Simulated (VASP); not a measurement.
# YAl3N4 (Cmc2_1) in VASP: further runs, part 2 of 2

VASP 6.6.1. Earlier steps stand in the parts before.

## Step 3: Relaxation of cell and atoms, PBEsol

This run uses another cell than the first one, of 11.97 Å³/atom, 1.075 times its volume.

INCAR reads:

```
SYSTEM = YAl3N4
PREC = Accurate ; ENCUT = 600
EDIFF = 1E-7 ; ISMEAR = 0
SIGMA = 0.03 ; LREAL = .FALSE.
LASPH = .TRUE. ; NELM = 80
ALGO = Normal ; ISIF = 3
LWAVE = .FALSE. ; LCHARG = .FALSE.
GGA = PS ; IBRION = 2
NSW = 90 ; EDIFFG = -0.005
LUSENCCL = .FALSE.
```

KPOINTS reads:

```
Automatic mesh
0
G
  6 6 6
  0 0 0
```

POSCAR reads:

```
YAl3N4                                  
1.0
   -0.0000000000     -0.0000000000     -5.1151684240
    3.3468564321      5.7969253917     -0.0000000000
    3.1694202955     -5.6944825906      0.0000000000
  Y               Al              N             
     2     6     8
Direct
     0.0038937904687628    0.1485669995215693    0.2971339890428029
     0.5038937904687629    0.3514330004784308    0.7028660109571975
     0.0008887472466623    0.1620267283877573    0.8295890509926008
     0.0130583480218390    0.6619824110728325    0.3239648121453810
     0.0008887472466623    0.6675623326045393    0.8295890509926314
     0.5008887472466621    0.3379732716122426    0.1704109490073990
     0.5130583480218388    0.8380175889271675    0.6760351878546195
     0.5008887472466621    0.8324376673954607    0.1704109490073693
     0.5519535942920789    0.1589735702440897    0.3179471304850624
     0.6390174767796811    0.1462523121047433    0.8586256186844161
     0.6312818191646223    0.6679550924065581    0.3359101748132171
     0.6390174767796811    0.7123733165768129    0.8586256186813533
     0.0519535942920789    0.3410264297559104    0.6820528695149376
     0.1390174767796813    0.3537476878952566    0.1413743813155838
     0.1312818191646221    0.8320449075934419    0.6640898251867833
     0.1390174767796813    0.7876266834231871    0.1413743813186466
```

Potentials or basis: VASP PAW PBE potentials, release 64 (Y_sv, Al, N).

On the command line:

```
$ cat potpaw_PBE.64/Y_sv/POTCAR potpaw_PBE.64/Al/POTCAR potpaw_PBE.64/N/POTCAR > POTCAR
$ mpirun -np 1 vasp_std > vasp.out
```

OUTCAR:

```text
SYSTEM = YAl3N4
   PREC = Accurate
   ENCUT = 600
   EDIFF = 1E-7
   ISMEAR = 0
   LREAL = .FALSE.
   LASPH = .TRUE.
   NELM = 80
   ISIF = 3
   GGA = PS
   IBRION = 2
   NSW = 90
   EDIFFG = -0.005

 ion  position               nearest neighbor table
   1  0.004  0.149  0.297-  13 2.17  14 2.20  16 2.20   9 2.31   9 2.81   5 3.09   3 3.09   6 3.13
                             8 3.13   6 3.16   8 3.16   4 3.35   4 3.35   2 3.42   2 3.42   5 3.42
   2  0.504  0.351  0.703-   9 2.17  10 2.20  12 2.20  13 2.31  13 2.81   8 3.09   6 3.09   3 3.13
                             5 3.13   3 3.16   5 3.16   7 3.35   7 3.35   1 3.42   1 3.42   8 3.42
   3  0.001  0.162  0.830-  10 1.87  14 1.90  13 1.90  15 2.01   1 3.09   7 3.11   2 3.13   2 3.16
                             6 3.19   6 3.19   7 3.22   4 3.24   4 3.28   5 3.31   1 3.42
   4  0.013  0.662  0.324-  16 1.89  14 1.89  11 1.95  15 2.00   8 3.11   6 3.11   8 3.22   6 3.22
                             7 3.23   7 3.23   3 3.24   5 3.24   3 3.28   5 3.28   1 3.35   1 3.35
   5  0.001  0.668  0.830-  12 1.87  16 1.90  13 1.90  15 2.01   1 3.09   7 3.11   2 3.13   2 3.16
                             8 3.19   8 3.19   7 3.22   4 3.24   4 3.28   3 3.31   1 3.42
   6  0.501  0.338  0.170-  14 1.87  10 1.90   9 1.90  11 2.01   2 3.09   4 3.11   1 3.13   1 3.16
                             3 3.19   3 3.19   4 3.22   7 3.24   7 3.28   8 3.31   2 3.42
   7  0.513  0.838  0.676-  12 1.89  10 1.89  15 1.95  11 2.00   5 3.11   3 3.11   5 3.22   3 3.22
                             4 3.23   4 3.23   6 3.24   8 3.24   6 3.28   8 3.28   2 3.35   2 3.35
   8  0.501  0.832  0.170-  16 1.87  12 1.90   9 1.90  11 2.01   2 3.09   4 3.11   1 3.13   1 3.16
                             5 3.19   5 3.19   4 3.22   7 3.24   7 3.28   6 3.31   2 3.42
   9  0.552  0.159  0.318-   6 1.90   8 1.90   2 2.17   1 2.31   1 2.81
  10  0.639  0.146  0.859-   3 1.87   7 1.89   6 1.90   2 2.20
  11  0.631  0.668  0.336-   4 1.95   7 2.00   8 2.01   6 2.01
  12  0.639  0.712  0.859-   5 1.87   7 1.89   8 1.90   2 2.20
  13  0.052  0.341  0.682-   3 1.90   5 1.90   1 2.17   2 2.31   2 2.81
  14  0.139  0.354  0.141-   6 1.87   4 1.89   3 1.90   1 2.20
  15  0.131  0.832  0.664-   7 1.95   4 2.00   5 2.01   3 2.01
  16  0.139  0.788  0.141-   8 1.87   4 1.89   5 1.90   1 2.20

  LATTYP: Found a base centered orthorhombic cell.
 ALAT       =     6.6937128691
 B/A-ratio  =     1.6708334804
 C/A-ratio  =     0.7641750586

  Lattice vectors:

 A1 = (  -3.1694202955,   5.6944825906,   0.0000000000)
 A2 = (   6.5162767276,   0.1024428011,   0.0000000000)
 A3 = (   0.0000000000,   0.0000000000,  -5.1151684240)

Analysis of symmetry for initial positions (statically):
=====================================================================
 Subroutine PRICEL returns:
 Original cell was already a primitive cell.

 Routine SETGRP: Setting up the symmetry group for a
 base centered orthorhombic supercell.

 Subroutine GETGRP returns: Found  4 space group operations
 (whereof  2 operations were pure point group operations)
 out of a pool of  8 trial point group operations.

The static configuration has the point symmetry C_1h.
 The point group associated with its full space group is C_2v.

Analysis of symmetry for dynamics (positions and initial velocities):
=====================================================================
 Subroutine PRICEL returns:
 Original cell was already a primitive cell.

 Routine SETGRP: Setting up the symmetry group for a
 base centered orthorhombic supercell.

 Subroutine GETGRP returns: Found  4 space group operations
 (whereof  2 operations were pure point group operations)
[... 118 lines left out ...]
   ions per type =               2   6   8
   NGX,Y,Z   is equivalent  to a cutoff of  13.65, 13.41, 13.78 a.u.
   NGXF,Y,Z  is equivalent  to a cutoff of  27.30, 26.82, 27.55 a.u.
 SYSTEM =  YAl3N4
   PREC   = accura    normal or accurate (medium, high low for compatibility)
   ISTART =      0    job   : 0-new  1-cont  2-samecut
   ICHARG =      2    charge: 1-file 2-atom 10-const
   ISPIN  =      1    spin polarized calculation?
   LNONCOLLINEAR =      F non collinear calculations
   LSORBIT =      F    spin-orbit coupling
   LASPH  =      T    aspherical Exc in radial PAW
   ENCUT  =  600.0 eV  44.10 Ry    6.64 a.u.  10.22 13.37 13.02*2*pi/ulx,y,z
   NELM   =     80;   NELMIN=  2; NELMDL= -5     # of ELM steps
   EDIFF  = 0.1E-06   stopping-criterion for ELM
   LREAL  =      F    real-space projection
   EDIFFG = -.5E-02   stopping-criterion for IOM
   NSW    =     90    number of steps for IOM
   IBRION =      2    ionic relax: 0-MD 1-quasi-New 2-CG
   NFREE  =      1    steps in history (QN), initial steepest desc. (CG)
   ISIF   =      3    stress and relaxation
   ISYM   =      2    0-nonsym 1-usesym 2-fastsym
   POTIM  = 0.5000    time-step for ionic-motion
   TEBEG  =    0.0;   TEEND  =   0.0 temperature during run
   PSTRESS=    0.0 pullay stress
   NELECT =      80.0000    total number of electrons
   NUPDOWN=      -1.0000    fix difference up-down
   EMIN   =  10.00;   EMAX   =-10.00  energy-range for DOS
   EFERMI =   0.00;   METHOD = LEGACY
   ISMEAR =     0;   SIGMA  =   0.03  broadening in eV -4-tet -1-fermi 0-gaus
   EFERMI_NEDOS =   21; number of points for ismear=-14 and -15
   IALGO  =     38    algorithm
   IMIX   =      4    mixing-type and parameters
     AMIX     =   0.40;   BMIX     =  1.00
     AMIX_MAG =   1.60;   BMIX_MAG =  1.00
  volume/ion in A,a.u.               =      11.97        80.76
  Fermi-wavevector in a.u.,A,eV,Ry     =   1.223881  2.312799 20.379947  1.497884
  Thomas-Fermi vector in A             =   2.358975
   LORBIT       =      0    0 simple, 1 ext, 2 COOP (PROOUT), +10 PAW based schemes
   GGA     = PS    functional components
   LHFCALC =     F    Hartree Fock is set to
   AEXX    =    0.0000 exact exchange contribution
   IVDW    =     0    specifies the selected vdW correction
   LEPSILON=     F    determine dielectric tensor
   LRPA    =     F    only Hartree local field effects (RPA)
 conjugate gradient relaxation of ions
 non-spin polarized calculation
 Gauss-broadening in eV      SIGMA  =   0.03
  energy-cutoff  :      600.00
  volume of cell :      191.47
 maximum number of plane-waves:      6436
 NGX is ok and might be reduce to    42
   NGX = 21   NGY = 27   NGZ = 27

 number of electron      80.0000005 magnetization

 Free energy of the ion-electron system (eV)
  ---------------------------------------------------
  ext. energy  EPLUGINS =         0.00000000
  ---------------------------------------------------
  free energy    TOTEN  =      -129.31735469 eV

  energy without entropy =     -129.31735469  energy(sigma->0) =     -129.31735469

 E-fermi :   5.2865     XC(G=0): -10.9565

 val. band max:        5.0707202176   @ k =   0.1667   0.0000   0.5000
 cond. band min:       7.7837759353   @ k =   0.0000   0.0000   0.0000
 fundamental gap:      2.7130557177
 Fermi energy:         5.2865176041

 k-point     1 :       0.0000    0.0000    0.0000
  band No.  band energies     occupation
      1     -34.7622      2.00000
      2     -34.7119      2.00000
      3     -15.3203      2.00000
      4     -15.2174      2.00000
      5     -15.2080      2.00000
      6     -15.1773      2.00000
[... 1237 lines left out ...]
     48      10.5054      0.00000
     49      11.0293      0.00000

 [... further k-points ...]

------------------------ aborting loop because EDIFF is reached ----------------------------------------

  FORCE on cell =-STRESS in cart. coord.  units (eV):
  Direction    XX          YY          ZZ          XY          YZ          ZX
  --------------------------------------------------------------------------------------
  -------------------------------------------------------------------------------------
  Total       -0.0048759     -0.0211933     -0.0222450     -0.0141313      0.0000000      0.0000000
  in kB       -0.0408011     -0.1773424     -0.1861425     -0.1182482      0.0000000      0.0000000
  external PRESSURE =      -0.1347620 kB  Pullay stress =       0.0000000 kB

 VOLUME and BASIS-vectors are now :
 -----------------------------------------------------------------------------
  energy-cutoff  :      600.00
  volume of cell :      191.47
      direct lattice vectors                 reciprocal lattice vectors
    -0.000000000 -0.000000000 -5.115168424     0.000000000 -0.000000000 -0.195496984
     3.346856432  5.796925392 -0.000000000     0.152130726  0.084672523 -0.000000000
     3.169420296 -5.694482591  0.000000000     0.154867533 -0.089412812  0.000000000

 POSITION                                       TOTAL-FORCE (eV/Angst)
 -----------------------------------------------------------------------------------
      1.43897     -0.83079     -0.01992         0.000650     -0.000375     -0.000232
      3.40387     -1.96523     -2.57750        -0.000650      0.000375     -0.000232
      3.17160     -3.78482     -0.00455         0.000322      0.002170      0.000989
      3.24234      1.99265     -0.06680         0.000256     -0.000148      0.003432
      4.86355     -0.85427     -0.00455        -0.001718     -0.001364      0.000989
      1.67125      0.98880     -2.56213        -0.000322     -0.002170      0.000989
[... 8 lines left out ...]
      4.88951      1.04165     -0.67153        -0.001678      0.000969     -0.003269
      3.08415      3.76076     -0.71110        -0.001640     -0.000126     -0.001111
 -----------------------------------------------------------------------------------
    total drift:                               -0.000009      0.000081      0.000397

  FREE ENERGIE OF THE ION-ELECTRON SYSTEM (eV)
  ---------------------------------------------------
  free  energy   TOTEN  =      -129.3173546897 eV

  energy  without entropy=     -129.3173546897  energy(sigma->0) =     -129.31735469

 reached required accuracy - stopping structural energy minimisation
```

Run time: 11 min. Hardware: 1 × NVIDIA H100 80GB with 1 thread of AMD EPYC 7R13 (Zen 3), shared host; peak memory 1.7 GiB.

Results:

* Free energy: -129.3174 eV
* Pressure after relaxing: 0.0 GPa
* Largest force after relaxing: 0.004 eV/Å
* Band gap on the k mesh: 2.71 eV, indirect (least direct gap 2.90 eV)

Forces on the atoms (eV/Å):
```
Y    0.001  0.000  0.000
Y   -0.001  0.000  0.000
Al   0.000  0.002  0.001
Al   0.000  0.000  0.003
Al  -0.002 -0.001  0.001
Al   0.000 -0.002  0.001
Al   0.000  0.000  0.003
Al   0.002  0.001  0.001
N   -0.001  0.001  0.000
N    0.001 -0.001 -0.001
N    0.002 -0.001 -0.003
N    0.002  0.000 -0.001
N    0.001 -0.001  0.000
N   -0.001  0.001 -0.001
N   -0.002  0.001 -0.003
N   -0.002  0.000 -0.001
```

Final structure:
```xyz
16
Lattice="0.0000 0.0000 -5.1152 3.3469 5.7969 0.0000 3.1694 -5.6945 0.0000" Properties=species:S:1:pos:R:3 pbc="T T T"
Y     1.4390   -0.8308   -0.0199
Y     3.4039   -1.9652   -2.5775
Al    3.1716   -3.7848   -0.0045
Al    3.2423    1.9927   -0.0668
Al    4.8636   -0.8543   -0.0045
Al    1.6713    0.9888   -2.5621
Al    4.9474    1.0083   -2.6244
Al    3.3262    3.8552   -2.5621
N     1.5398   -0.8890   -2.8233
N     3.2108   -4.0416   -3.2687
N     3.3002    1.9593   -3.2291
N     5.1056   -0.7599   -3.2687
N     3.3031   -1.9070   -0.2658
N     1.6320    1.2456   -0.7111
N     4.8895    1.0417   -0.6715
N     3.0841    3.7608   -0.7111
```

Caveat: the relaxation stopped at its first step, so nothing moved; the PAW data sets were made with another functional, which shifts forces and pressure a little. A k mesh can miss the band edges.
